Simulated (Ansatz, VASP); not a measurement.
**SiGe: VASP beside Ansatz**

Aim: how closely do two programs agree when they are given the same cell, functional and k mesh? The cell is generated by rule, not measured, and may not be a known phase. The cell is taken from a series of runs on this material, whose earlier steps may have relaxed, scaled, displaced or heated it; both programs get it as it stands.

Calculated with Ansatz 0.2.0; plane waves, with VASP 6.6.1 beside it; zone-centre phonons at PBEsol.

The structure was built from a prototype and need not be the compound's stable phase.

### Step 1. The starting structure

It takes space group P6_3/mmc (No. 194, hexagonal). The conventional cell has a = 4.220 Å, b = 4.220 Å, c = 5.360 Å, α = 90.00°, β = 90.00°, γ = 120.00°. Si has 5 Ge at 2.44 to 2.68 Å nearest. Ge has 5 Si at 2.44 to 2.68 Å nearest. Farther neighbours are not listed.

### Step 2. VASP: zone-centre phonons, PBEsol

Second derivatives magnify differences that forces hide, and they need a tight electronic threshold.

Lines of VASP's logs that name or quote its potential files are left out, and so is its time.

The input, INCAR:

```
SYSTEM = SiGe
PREC = Accurate
ENCUT = 500
EDIFF = 1E-08
NELM = 120
ISMEAR = 1
SIGMA = 0.15
LREAL = .FALSE.
ALGO = Normal
GGA = PS
NBANDS = 24
LORBIT = 11
LWAVE = .FALSE.
LCHARG = .FALSE.
ISIF = 2
IBRION = 8
LASPH = .TRUE.
GGA_COMPAT = .FALSE.
KPAR = 2
```

The input, POSCAR:

```
SiGe
1.0
    4.2200806046     -0.0000031855      0.0000000000
   -2.1100375436      3.6546986023      0.0000000000
    0.0000000000      0.0000000000      5.3603301693
Si Ge
2 2
Direct
    0.3333333334      0.6666666668      0.2500000000
    0.6666666668      0.3333333334      0.7500000000
    0.6666666668      0.3333333334      0.2500000000
    0.3333333334      0.6666666668      0.7500000000
```

The input, KPOINTS:

```
Automatic mesh
0
Gamma
12 12 8
0 0 0
```

The projector-augmented-wave data sets are Si and Ge_d (PBE family, release 64).

The run is started by

```bash
$ mpirun -np 2 vasp_std
```

Numbers of over 12 decimals in the logs are rounded to 6 here.

The program printed:

```text
[banner, memory and clock lines left out]
running    2 mpi-ranks, on    1 nodes
 distrk:  each k-point on    1 cores,    2 groups
 distr:  one band on    1 cores,    1 groups

 POSCAR found type information on POSCAR SiGe
 POSCAR found :  2 types and       4 ions
|                                                                             |
|               ----> ADVICE to this user running VASP <----                  |
|                                                                             |
|     You enforced a specific xc type in the INCAR file but a different       |
|     [... a line on the potential file left out ...]
|     I HOPE YOU KNOW WHAT YOU ARE DOING!                                     |
|                                                                             |

 LDA part: xc-table for (Slater+PW92), standard interpolation
 POSCAR, INCAR and KPOINTS ok, starting setup
 FFT: planning ... GRIDC
 FFT: planning ... GRID_SOFT
 FFT: planning ... GRID
 WAVECAR not read
 entering main loop
       N       E                     dE             d eps       ncg     rms          rms(c)
DAV:   1     0.258331239696E+03    0.25833E+03   -0.17763E+04  5272   0.314E+03
DAV:   2     0.199466423676E+02   -0.23838E+03   -0.23192E+03  4672   0.684E+02
DAV:   3    -0.186722669397E+02   -0.38619E+02   -0.38268E+02  5744   0.156E+02
DAV:   4    -0.201777409641E+02   -0.15055E+01   -0.15047E+01  5328   0.349E+01
DAV:   5    -0.202120426929E+02   -0.34302E-01   -0.34300E-01  5792   0.588E+00    0.485E+00
DAV:   6    -0.200701000820E+02    0.14194E+00   -0.68285E-02  6136   0.282E+00    0.277E+00
DAV:   7    -0.199971797182E+02    0.72920E-01   -0.91456E-02  5336   0.266E+00    0.173E-01
DAV:   8    -0.199979631056E+02   -0.78339E-03   -0.92741E-03  5768   0.127E+00    0.103E-01
DAV:   9    -0.199981283999E+02   -0.16529E-03   -0.29927E-04  5784   0.137E-01    0.418E-02
DAV:  10    -0.199981639377E+02   -0.35538E-04   -0.62746E-05  5960   0.831E-02    0.128E-02
DAV:  11    -0.199981674921E+02   -0.35544E-05   -0.58038E-06  5488   0.197E-02    0.226E-03
DAV:  12    -0.199981677167E+02   -0.22461E-06   -0.86010E-07  6344   0.143E-02    0.926E-04
DAV:  13    -0.199981677238E+02   -0.70859E-08   -0.85575E-08  5392   0.244E-03
   1 F= -.19998168E+02 E0= -.19997856E+02  d E =-.936562E-03
 Linear response reoptimize wavefunctions to high precision
DAV:   1    -0.199981677322E+02   -0.83983E-08   -0.95520E-09  5440   0.138E-03
DAV:   2    -0.199981677323E+02   -0.80036E-10   -0.81162E-10  3496   0.245E-04
 Linear response DOF=           4
 Linear response progress:
  Degree of freedom:   1/  4
       N       E                     dE             d eps       ncg     rms          rms(c)
RMM:   1    -0.213084196410E-01   -0.21308E-01    0.10628E-02 33249   0.983E-01
RMM:   2    -0.181775001159E-01    0.31309E-02   -0.29689E-03 28698   0.359E-01    0.716E-02
RMM:   3    -0.182438586133E-01   -0.66358E-04    0.21044E-04 30056   0.108E-01    0.416E-02
RMM:   4    -0.183535734225E-01   -0.10971E-03   -0.38302E-05 30811   0.513E-02    0.427E-03
RMM:   5    -0.183261444580E-01    0.27429E-04   -0.56196E-06 33540   0.131E-02    0.153E-03
RMM:   6    -0.183270977009E-01   -0.95324E-06    0.12056E-07 33899   0.315E-03    0.948E-04
RMM:   7    -0.183253192044E-01    0.17785E-05   -0.13148E-07 32991   0.990E-04    0.112E-04
RMM:   8    -0.183259896546E-01   -0.67045E-06    0.14320E-07 33459   0.333E-04    0.262E-05
RMM:   9    -0.183259109269E-01    0.78728E-07    0.94164E-08 34799   0.113E-04    0.103E-05
RMM:  10    -0.183258842282E-01    0.26699E-07    0.58517E-08 35292   0.469E-05    0.384E-06
RMM:  11    -0.183258821413E-01    0.20870E-08    0.35552E-08 34939   0.284E-05    0.800E-07
 first order change of Fermi-energy  -0.31220E-04
 force on displaced ion       1 direction 1 :  -9.792  -0.002   0.000
 Linear response progress:
  Degree of freedom:   2/  4
       N       E                     dE             d eps       ncg     rms          rms(c)
RMM:   1    -0.245838253996E-01   -0.24584E-01    0.13153E-02 12275   0.660E-01
RMM:   2    -0.221716183950E-01    0.24122E-02   -0.24021E-03 10479   0.181E-01    0.713E-02
RMM:   3    -0.221790772852E-01   -0.74589E-05   -0.45408E-04 10738   0.880E-02    0.315E-02
RMM:   4    -0.222724808630E-01   -0.93404E-04   -0.10901E-04 11712   0.343E-02    0.144E-02
RMM:   5    -0.222871435239E-01   -0.14663E-04   -0.17469E-05 11615   0.136E-02    0.287E-03
RMM:   6    -0.223023137897E-01   -0.15170E-04   -0.45688E-06 10731   0.678E-03    0.120E-03
RMM:   7    -0.222968973005E-01    0.54165E-05    0.52538E-07 11600   0.181E-03    0.273E-04
RMM:   8    -0.222959996503E-01    0.89765E-06    0.35756E-07 11759   0.572E-04    0.147E-04
RMM:   9    -0.222965271082E-01   -0.52746E-06    0.23484E-07 11560   0.239E-04    0.115E-05
RMM:  10    -0.222965536827E-01   -0.26574E-07    0.39626E-07 12256   0.680E-05    0.927E-06
RMM:  11    -0.222965163420E-01    0.37341E-07    0.85700E-08 11986   0.356E-05    0.151E-06
RMM:  12    -0.222965129538E-01    0.33882E-08    0.20579E-07 10920   0.205E-05    0.945E-07
RMM:  13    -0.222965117330E-01    0.12207E-08    0.24277E-07  9520   0.170E-05    0.438E-07
RMM:  14    -0.222965190559E-01   -0.73229E-08    0.22385E-07  8217   0.162E-05    0.724E-08
 first order change of Fermi-energy  -0.87142E-04
 force on displaced ion       1 direction 3 :  -0.000   0.000  -0.588
 Linear response progress:
  Degree of freedom:   3/  4
       N       E                     dE             d eps       ncg     rms          rms(c)
RMM:   1    -0.188988423042E+00   -0.18899E+00    0.75290E+00 21459   0.492E+01
RMM:   2    -0.196366171135E+00   -0.73777E-02   -0.14590E-02 32180   0.785E-01    0.787E-02
RMM:   3    -0.196421534251E+00   -0.55363E-04   -0.52463E-04 32895   0.180E-01    0.453E-02
RMM:   4    -0.196441078995E+00   -0.19545E-04   -0.66804E-05 34109   0.610E-02    0.416E-03
RMM:   5    -0.196426160614E+00    0.14918E-04   -0.50362E-06 33528   0.173E-02    0.239E-03
RMM:   6    -0.196414378306E+00    0.11782E-04    0.11780E-06 35213   0.663E-03    0.712E-04
RMM:   7    -0.196414342395E+00    0.35910E-07   -0.12470E-06 35267   0.206E-03    0.179E-04
RMM:   8    -0.196414143976E+00    0.19842E-06   -0.11528E-06 36294   0.808E-04    0.646E-05
RMM:   9    -0.196414332244E+00   -0.18827E-06   -0.68209E-07 36343   0.345E-04    0.216E-05
RMM:  10    -0.196414318168E+00    0.14076E-07   -0.41120E-07 36316   0.181E-04    0.569E-06
RMM:  11    -0.196414365783E+00   -0.47615E-07   -0.32837E-07 36529   0.112E-04    0.283E-06
RMM:  12    -0.196414386058E+00   -0.20275E-07   -0.20320E-07 36800   0.811E-05    0.139E-06
RMM:  13    -0.196414400805E+00   -0.14747E-07   -0.11045E-07 35673   0.684E-05    0.403E-07
RMM:  14    -0.196414394972E+00    0.58326E-08   -0.72784E-08 31479   0.622E-05    0.695E-07
 first order change of Fermi-energy  -0.17755E-04
 force on displaced ion       3 direction 1 :  -9.798  -0.002   0.000
 Linear response progress:
  Degree of freedom:   4/  4
       N       E                     dE             d eps       ncg     rms          rms(c)
RMM:   1    -0.193453264406E+00   -0.19345E+00    0.83852E+00  7627   0.510E+01
RMM:   2    -0.201516226749E+00   -0.80630E-02   -0.15846E-02 11373   0.776E-01    0.819E-02
RMM:   3    -0.201653266469E+00   -0.13704E-03   -0.10400E-03 11342   0.189E-01    0.374E-02
RMM:   4    -0.201732893018E+00   -0.79627E-04   -0.12784E-04 12046   0.602E-02    0.157E-02
RMM:   5    -0.201741607171E+00   -0.87142E-05   -0.39895E-07 11482   0.239E-02    0.271E-03
RMM:   6    -0.201758941834E+00   -0.17335E-04   -0.38775E-05 11269   0.802E-03    0.128E-03
RMM:   7    -0.201747610279E+00    0.11332E-04   -0.94429E-06 12159   0.321E-03    0.356E-04
RMM:   8    -0.201746293428E+00    0.13169E-05   -0.16066E-05 12259   0.110E-03    0.165E-04
RMM:   9    -0.201745955278E+00    0.33815E-06   -0.62561E-06 12243   0.581E-04    0.351E-05
RMM:  10    -0.201745258139E+00    0.69714E-06   -0.25307E-06 12411   0.254E-04    0.867E-06
RMM:  11    -0.201745225210E+00    0.32929E-07   -0.14682E-06 12591   0.147E-04    0.518E-06
RMM:  12    -0.201745223889E+00    0.13208E-08   -0.10052E-06 12648   0.104E-04    0.227E-06
RMM:  13    -0.201745244486E+00   -0.20597E-07   -0.72813E-07 12525   0.819E-05    0.155E-06
RMM:  14    -0.201745250234E+00   -0.57480E-08   -0.40470E-07 11853   0.713E-05    0.102E-06
RMM:  15    -0.201745264388E+00   -0.14154E-07   -0.24058E-07 12566   0.651E-05    0.694E-07
RMM:  16    -0.201745245287E+00    0.19101E-07   -0.99865E-08 11165   0.609E-05    0.128E-06
RMM:  17    -0.201745244718E+00    0.56946E-09   -0.54838E-08 10591   0.582E-05    0.237E-06
 first order change of Fermi-energy   0.13459E-03
 force on displaced ion       3 direction 3 :   0.000  -0.000  -0.765
 Linear response finished
```

OUTCAR, selected parts (step 2):

```text
ion  position               nearest neighbor table
   1  0.333  0.667  0.250-   3 2.44   3 2.44   3 2.44   4 2.68   4 2.68
   2  0.667  0.333  0.750-   4 2.44   4 2.44   4 2.44   3 2.68   3 2.68
   3  0.667  0.333  0.250-   1 2.44   1 2.44   1 2.44   2 2.68   2 2.68
   4  0.333  0.667  0.750-   2 2.44   2 2.44   2 2.44   1 2.68   1 2.68

  LATTYP: Found a hexagonal cell.
 ALAT       =     4.2200806046
 C/A-ratio  =     1.2701961577

 Subroutine GETGRP returns: Found 24 space group operations
 (whereof 12 operations were pure point group operations)

The static configuration has the point symmetry D_3d.
 The point group associated with its full space group is D_6h.

 Found     95 irreducible k-points:

   k-points           NKPTS =     95   k-points in BZ     NKDIM =     95   number of bands    NBANDS=     24

   dimension x,y,z NGX =    32 NGY =   32 NGZ =   40
   dimension x,y,z NGXF=    64 NGYF=   64 NGZF=   80

   ENCUT  =  500.0 eV  36.75 Ry    6.06 a.u.   7.69  7.69  9.77*2*pi/ulx,y,z

   NELECT =      36.0000    total number of electrons

 k-points in reciprocal lattice and weights: Automatic mesh
   0.00000000  0.00000000  0.00000000       0.001
   0.08333333  0.00000000  0.00000000       0.005
   0.16666667  0.00000000  0.00000000       0.005
   0.25000000  0.00000000  0.00000000       0.005
   0.33333333  0.00000000  0.00000000       0.005
   0.41666667  0.00000000  0.00000000       0.005
   0.50000000  0.00000000  0.00000000       0.003
   0.08333333  0.08333333  0.00000000       0.005
   0.16666667  0.08333333  0.00000000       0.010
[...]
0.33333333  0.25000000  0.50000000       0.010
   0.33333333  0.33333333  0.50000000       0.002

 average (electrostatic) potential at core
       1 -83.8690       2 -83.8690       3 -73.2200       4 -73.2200

  Total       -0.0247611     -0.0247611      0.0223037      0.0000000      0.0000000     -0.0000000
  in kB       -0.4798622     -0.4798622      0.4322392      0.0000000      0.0000000     -0.0000000
  external PRESSURE =      -0.1758284 kB  Pullay stress =       0.0000000 kB

  energy-cutoff  :      500.00
  volume of cell :       82.67
      direct lattice vectors                 reciprocal lattice vectors
     4.220080605 -0.000003185  0.000000000     0.236962402  0.136810068  0.000000000
    -2.110037544  3.654698602  0.000000000     0.000000207  0.273620494  0.000000000
     0.000000000  0.000000000  5.360330169     0.000000000  0.000000000  0.186555673

 POSITION                                       TOTAL-FORCE (eV/Angst)
 -----------------------------------------------------------------------------------
      0.00000      2.43646      1.34008         0.000000     -0.000000     -0.000000
      2.11004      1.21823      4.02025         0.000000      0.000000     -0.000000
      2.11004      1.21823      1.34008         0.000000     -0.000000      0.000000
      0.00000      2.43646      4.02025        -0.000000      0.000000      0.000000
 -----------------------------------------------------------------------------------
    total drift:                               -0.000000     -0.000000     -0.000000

 Eigenvectors and eigenvalues of the dynamical matrix
 ----------------------------------------------------

   1 f  =   11.095758 THz    69.716702 2PiTHz  370.114637 cm-1    45.888346 meV
             X         Y         Z           dx          dy          dz
      0.000002  2.436465  1.340083    -0.591319    0.130429    0.000000
      2.110041  1.218231  4.020248     0.591319   -0.130429   -0.000000
      2.110041  1.218231  1.340083     0.356574   -0.078651   -0.000000
      0.000002  2.436465  4.020248    -0.356574    0.078651    0.000000

   2 f  =   11.095758 THz    69.716702 2PiTHz  370.114637 cm-1    45.888346 meV
             X         Y         Z           dx          dy          dz
      0.000002  2.436465  1.340083    -0.130429   -0.591319   -0.000000
      2.110041  1.218231  4.020248     0.130429    0.591319    0.000000
      2.110041  1.218231  1.340083     0.078651    0.356574    0.000000
      0.000002  2.436465  4.020248    -0.078651   -0.356574   -0.000000

   3 f  =   10.485265 THz    65.880863 2PiTHz  349.750792 cm-1    43.363552 meV
             X         Y         Z           dx          dy          dz
      0.000002  2.436465  1.340083    -0.586270    0.129311   -0.000000
      2.110041  1.218231  4.020248    -0.586270    0.129311    0.000000
      2.110041  1.218231  1.340083     0.364816   -0.080466    0.000000
      0.000002  2.436465  4.020248     0.364816   -0.080466   -0.000000

   4 f  =   10.485265 THz    65.880863 2PiTHz  349.750792 cm-1    43.363552 meV
             X         Y         Z           dx          dy          dz
      0.000002  2.436465  1.340083     0.129311    0.586270   -0.000000
      2.110041  1.218231  4.020248     0.129311    0.586270    0.000000
      2.110041  1.218231  1.340083    -0.080466   -0.364816    0.000000
      0.000002  2.436465  4.020248    -0.080466   -0.364816   -0.000000

   5 f  =    2.480150 THz    15.583241 2PiTHz   82.728892 cm-1    10.257071 meV
             X         Y         Z           dx          dy          dz
      0.000002  2.436465  1.340083     0.000000    0.000000    0.698463
      2.110041  1.218231  4.020248     0.000000   -0.000000   -0.698463
      2.110041  1.218231  1.340083     0.000000    0.000000   -0.110225
      0.000002  2.436465  4.020248     0.000000   -0.000000    0.110225

   6 f  =    2.359361 THz    14.824305 2PiTHz   78.699824 cm-1     9.757530 meV
             X         Y         Z           dx          dy          dz
      0.000002  2.436465  1.340083    -0.000000    0.000000    0.609554
      2.110041  1.218231  4.020248     0.000000   -0.000000    0.609554
      2.110041  1.218231  1.340083    -0.000000    0.000000   -0.358391
      0.000002  2.436465  4.020248     0.000000   -0.000000   -0.358391

   7 f  =    1.912942 THz    12.019369 2PiTHz   63.808877 cm-1     7.911289 meV
             X         Y         Z           dx          dy          dz
      0.000002  2.436465  1.340083    -0.000000   -0.000000   -0.110225
      2.110041  1.218231  4.020248     0.000000    0.000000    0.110225
      2.110041  1.218231  1.340083    -0.000000   -0.000000   -0.698463
      0.000002  2.436465  4.020248     0.000000    0.000000    0.698463

   8 f  =    1.823492 THz    11.457337 2PiTHz   60.825140 cm-1     7.541353 meV
             X         Y         Z           dx          dy          dz
      0.000002  2.436465  1.340083    -0.356590    0.078576   -0.000000
      2.110041  1.218231  4.020248     0.356590   -0.078576   -0.000000
      2.110041  1.218231  1.340083    -0.591346    0.130306    0.000000
      0.000002  2.436465  4.020248     0.591346   -0.130306   -0.000000

   9 f  =    1.823492 THz    11.457337 2PiTHz   60.825140 cm-1     7.541353 meV
             X         Y         Z           dx          dy          dz
      0.000002  2.436465  1.340083     0.078576    0.356590   -0.000000
      2.110041  1.218231  4.020248    -0.078576   -0.356590    0.000000
      2.110041  1.218231  1.340083     0.130306    0.591346   -0.000000
      0.000002  2.436465  4.020248    -0.130306   -0.591346    0.000000

  10 f/i=    0.002570 THz     0.016146 2PiTHz    0.085717 cm-1     0.010628 meV
             X         Y         Z           dx          dy          dz
      0.000002  2.436465  1.340083     0.373108    0.018875   -0.000000
      2.110041  1.218231  4.020248     0.373108    0.018875   -0.000000
      2.110041  1.218231  1.340083     0.599595    0.030333   -0.000000
      0.000002  2.436465  4.020248     0.599595    0.030333   -0.000000

  11 f/i=    0.002570 THz     0.016146 2PiTHz    0.085717 cm-1     0.010628 meV
             X         Y         Z           dx          dy          dz
      0.000002  2.436465  1.340083    -0.018875    0.373108   -0.000000
      2.110041  1.218231  4.020248    -0.018875    0.373108   -0.000000
      2.110041  1.218231  1.340083    -0.030333    0.599595   -0.000000
      0.000002  2.436465  4.020248    -0.030333    0.599595   -0.000000

  12 f/i=    0.058689 THz     0.368753 2PiTHz    1.957649 cm-1     0.242717 meV
             X         Y         Z           dx          dy          dz
      0.000002  2.436465  1.340083    -0.000000   -0.000000   -0.358391
      2.110041  1.218231  4.020248    -0.000000   -0.000000   -0.358391
      2.110041  1.218231  1.340083    -0.000000   -0.000000   -0.609554
      0.000002  2.436465  4.020248    -0.000000   -0.000000   -0.609554

 ELASTIC MODULI CONTR FROM IONIC RELAXATION (kBar)
 Direction    XX          YY          ZZ          XY          YZ          ZX
 --------------------------------------------------------------------------------
 XX        -284.6995    284.6995      0.0000      0.0000     -0.0000     -0.0000
 YY         284.6995   -284.6995     -0.0000      0.0000      0.0000      0.0000
 ZZ           0.0000     -0.0000     -0.0000      0.0000     -0.0000     -0.0000
 XY           0.0000      0.0000      0.0000   -284.6995      0.0000      0.0000
 YZ          -0.0000      0.0000     -0.0000      0.0000     -0.0000     -0.0000
 ZX          -0.0000      0.0000     -0.0000      0.0000     -0.0000     -0.0000
 --------------------------------------------------------------------------------
```

(Part 1 of 2 ends here.)

[Lines on the potential files, build, host, timing and source positions are cut from VASP's logs without a mark.]

[Logs are printed without paths, hosts, clocks, repeated set-up lines and the standing remarks that a program may print on its own settings, such as how far it seeks lower states.]

[Hosts, paths, dates, database ids (printed as entryN), source tags and the programs' standing remarks are cut or masked in the printed files.]
